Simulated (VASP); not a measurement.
Runs of VASP 6.6.1 on K. The cell holds a slab with vacuum, 3 atoms: a = 4.535 Å, b = 4.535 Å, c = 22.405 Å, α = 90.00°, β = 90.00°, γ = 109.47°. 

```tsv
level	gap on the mesh (eV)	largest force (eV/Å)	work function (eV)
revPBE	none	0.05	2.34
PBEsol	none	-	(a)
PBE	none	0.01	2.41
BLYP	none	(b)	2.08
RPBE	none	0.05	2.32
```

Alike in all rows: task work function; potentials or basis VASP PAW PBE potentials, release 64 (K_sv); no spin polarisation; cell as given; k mesh 6 × 6 × 1; cutoff (eV) 520; smearing fermi-dirac 0.05 eV.

Task: Estimate the missing entries.

Result: (a) 2.43; (b) 0.03.

Caveats: the PAW data sets were made with another functional, which shifts forces and pressure a little (some runs).

A gap of «none» marks a metal or a gap under the smearing width.
